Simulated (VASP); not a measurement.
KZnF3 (cubic perovskite):

```
KZnF3
1.0
    4.05000     0.00000     0.00000
    0.00000     4.05000     0.00000
    0.00000     0.00000     4.05000
K Zn F
1 1 3
Direct
  0.00000   0.00000   0.00000
  0.50000   0.50000   0.50000
  0.50000   0.00000   0.50000
  0.00000   0.50000   0.50000
  0.50000   0.50000   0.00000
```

The lowest empty band near Γ, direction [110], from mBJ (TB09) with spin-orbit coupling in VASP (PAW); its two spin partners are averaged. The gap over the points computed is 6.77 eV, and the next band on that side lies 3.44 eV away at the edge.

Numerical set-up: 520 eV cut-off, 6×6×6 Γ-centred mesh, Gaussian smearing of 0.050 eV, potentials K_sv Zn F.

```csv
distance from the edge in k (1/Å),distance in energy (meV)
0.025,4.2
0.035,8.2
0.050,16.8
0.070,32.8
```

### Question
Fit E(1 + αE) = ħ²k²/2m* (ħ²/2m0 = 3.810 eV Å²) and predict the row at 0.095 1/Å.

### Answer
The rows don't resolve α, so a parabola serves: the electron mass is m* = 0.569 m0, and so 60.5 meV. The run gave 60.5 meV, +0.0 meV from the fit.

Left out are points under 3 meV from the edge, since the levels carry 0.1 meV, and points farther than half the way to the next band.

The compound is KZnF3 in the cubic perovskite structure. The cell was not relaxed at this level.
